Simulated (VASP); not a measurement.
Set up this calculation in VASP 6.6.1, as the native input.

```
Task                   : relaxation of cell and atoms
Functional             : PBE
Potentials or basis    : VASP PAW PBE potentials, release 64 (Ti_sv)
Cutoff                 : 600 eV
k mesh                 : 15 × 15 × 8
Occupations            : methfessel-paxton, width 0.1 eV
Spin                   : no spin polarisation
Further INCAR settings : ALGO = Normal; EDIFF = 1e-07; IBRION = 2; EDIFFG = -0.005; NSW = 90; ISIF = 3
```

The structure of Ti lies in POSCAR:

```
Ti                                      
1.0
    2.9356353272     -0.0000000000     -0.0000000000
   -1.4678176636      2.5423347696      0.0000000000
   -0.0000000000      0.0000000000      4.6479011212
  Ti            
     2
Direct
     0.3333333332999970    0.6666666667000030    0.2500000000000000
     0.6666666667000030    0.3333333332999970    0.7500000000000000
```

One way to write it, as run:

INCAR

```
SYSTEM = Ti
PREC = Accurate
ENCUT = 600
EDIFF = 1E-7
ISMEAR = 1
SIGMA = 0.1
LREAL = .False.
LASPH = .True.
NELM = 80
ALGO = Normal
ISIF = 3
LWAVE = .False.
LCHARG = .False.
GGA = PE
IBRION = 2
NSW = 90
EDIFFG = -0.005
KPAR = 2
```

KPOINTS

```
Automatic mesh
0
Gamma
  15 15 8
  0 0 0
```

Potentials or basis: VASP PAW PBE potentials, release 64 (Ti_sv).

Launch:

```console
$ cat potpaw_PBE.64/Ti_sv/POTCAR > POTCAR
$ mpirun -np 2 vasp_std > vasp.out
```

Results of the run:

* Relaxed volume: 17.35 Å³/atom
* Relaxed cell: a = 2.937 Å, b = 2.937 Å, c = 4.645 Å, α = 90.00°, β = 90.00°, γ = 120.00°
* Space group after relaxing (to 0.05 Å): P6_3/mmc (No. 194)
* Energy gained by relaxing: 0.0 meV/atom
* Ionic steps: 4
* Pressure after relaxing: 0.0 GPa
* Band gap on the k mesh: none (metal or under the smearing width)

Wall time 57 s on 2 MPI ranks on AMD EPYC 9R45 96-Core Processor (Zen 5), with other jobs on the host, peak memory 0.19 GiB a rank.
